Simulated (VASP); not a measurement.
Data:

```
SeSi63
1.0
   10.93707     0.00000     0.00000
    0.00000    10.93707     0.00000
    0.00000     0.00000    10.93707
Si Se
63 1
Direct
  0.50000   0.00000   0.00000
  0.62500   0.12500   0.12500
  0.75000   0.25000   0.00000
  0.87500   0.37500   0.12500
  0.75000   0.00000   0.25000
  0.87500   0.12500   0.37500
  0.00000   0.00000   0.00000
  0.12500   0.12500   0.12500
  0.25000   0.25000   0.00000
  0.37500   0.37500   0.12500
  0.50000   0.50000   0.00000
  0.62500   0.62500   0.12500
  0.75000   0.75000   0.00000
  0.87500   0.87500   0.12500
  0.25000   0.00000   0.25000
  0.37500   0.12500   0.37500
  0.50000   0.25000   0.25000
  0.62543   0.37930   0.37866
  0.75000   0.50000   0.25000
  0.87500   0.62500   0.37500
  0.50000   0.00000   0.50000
  0.62500   0.12500   0.62500
  0.75000   0.25000   0.50000
  0.87500   0.37500   0.62500
  0.75000   0.00000   0.75000
  0.87500   0.12500   0.87500
  0.00000   0.50000   0.00000
  0.12500   0.62500   0.12500
  0.25000   0.75000   0.00000
  0.37500   0.87500   0.12500
  0.00000   0.25000   0.25000
  0.12500   0.37500   0.37500
  0.25000   0.50000   0.25000
  0.37597   0.62676   0.37537
  0.50000   0.75000   0.25000
  0.62500   0.87500   0.37500
  0.00000   0.00000   0.50000
  0.12500   0.12500   0.62500
  0.25000   0.25000   0.50000
  0.37612   0.37931   0.62652
  0.62281   0.62123   0.62660
  0.75000   0.75000   0.50000
  0.87500   0.87500   0.62500
  0.25000   0.00000   0.75000
  0.37500   0.12500   0.87500
  0.50000   0.25000   0.75000
  0.62500   0.37500   0.87500
  0.75000   0.50000   0.75000
  0.87500   0.62500   0.87500
  0.00000   0.75000   0.25000
  0.12500   0.87500   0.37500
  0.00000   0.50000   0.50000
  0.12500   0.62500   0.62500
  0.25000   0.75000   0.50000
  0.37500   0.87500   0.62500
  0.00000   0.25000   0.75000
  0.12500   0.37500   0.87500
  0.25000   0.50000   0.75000
  0.37500   0.62500   0.87500
  0.50000   0.75000   0.75000
  0.62500   0.87500   0.87500
  0.00000   0.75000   0.75000
  0.12500   0.87500   0.87500
  0.49951   0.49746   0.50355
```

All values below come from PBE GGA, VASP's PBE PAW potentials (set 64) (plane waves; VASP 6.6.1). Run with PREC = Normal, LREAL = Auto, ISYM = 0, EDIFF = 1E-5, 400 eV cut-off, 1×1×1 Γ-centred mesh, Gaussian smearing of 0.050 eV, potentials Si Se.

The supercell is sampled at Γ alone, which is coarse: total energies, pressure and levels can be off, energies of defects by several tenths of an eV.

Question: The ions are relaxed. Give the cell that the relaxation ends in.

Answer: 
```
SeSi63
1.0
   10.93707     0.00000     0.00000
    0.00000    10.93707     0.00000
    0.00000     0.00000    10.93707
Si Se
63 1
Direct
  0.49994   0.00013   0.00023
  0.62546   0.12529   0.12560
  0.75004   0.24992   0.00088
  0.87471   0.37447   0.12553
  0.75001   0.00058   0.25017
  0.87477   0.12539   0.37447
  0.99999   0.00000   0.99998
  0.12538   0.12538   0.12536
  0.25013   0.25010   0.99959
  0.37476   0.37470   0.12511
  0.49993   0.49992   0.00020
  0.62535   0.62537   0.12480
  0.74997   0.74999   0.99940
  0.87464   0.87465   0.12539
  0.25013   0.99970   0.25017
  0.37484   0.12514   0.37482
  0.49929   0.24898   0.24896
  0.63670   0.36408   0.36399
  0.75153   0.50131   0.24865
  0.87527   0.62547   0.37477
  0.49998   0.00005   0.49994
  0.62528   0.12486   0.62529
  0.75155   0.24865   0.50118
  0.87543   0.37461   0.62545
  0.74990   0.99946   0.74997
  0.87461   0.12536   0.87463
  0.99985   0.50000   0.00032
  0.12524   0.62550   0.12545
  0.24995   0.75012   0.00085
  0.37447   0.87489   0.12546
  0.99957   0.25012   0.25011
  0.12505   0.37476   0.37473
  0.24874   0.49914   0.24870
  0.36352   0.63696   0.36346
  0.50121   0.75163   0.24851
  0.62540   0.87513   0.37482
  0.99976   0.99998   0.50001
  0.12522   0.12515   0.62544
  0.24859   0.24868   0.49925
  0.36278   0.36324   0.63770
  0.63634   0.63616   0.63690
  0.75124   0.75119   0.49926
  0.87455   0.87469   0.62552
  0.25009   0.00064   0.74999
  0.37449   0.12529   0.87489
  0.50115   0.24852   0.75174
  0.62543   0.37456   0.87558
  0.75160   0.49872   0.75173
  0.87482   0.62552   0.87483
  0.00065   0.75009   0.25011
  0.12530   0.87497   0.37451
  0.00007   0.49997   0.49989
  0.12469   0.62543   0.62528
  0.24851   0.75165   0.50111
  0.37472   0.87524   0.62537
  0.00078   0.25000   0.75007
  0.12511   0.37454   0.87513
  0.24813   0.50146   0.75203
  0.37463   0.62548   0.87557
  0.49888   0.75151   0.75165
  0.62547   0.87487   0.87489
  0.99936   0.75004   0.74995
  0.12539   0.87466   0.87460
  0.49948   0.50003   0.50078
```

Question: How much energy does the relaxation gain?

Answer: The energy (σ→0) changes by -17.9 meV/atom, in 10 ionic steps.

The cell is a supercell with a defect, built from Si (diamond): Se_Si. The run is not spin-polarised, so no state with unpaired spins was tried.
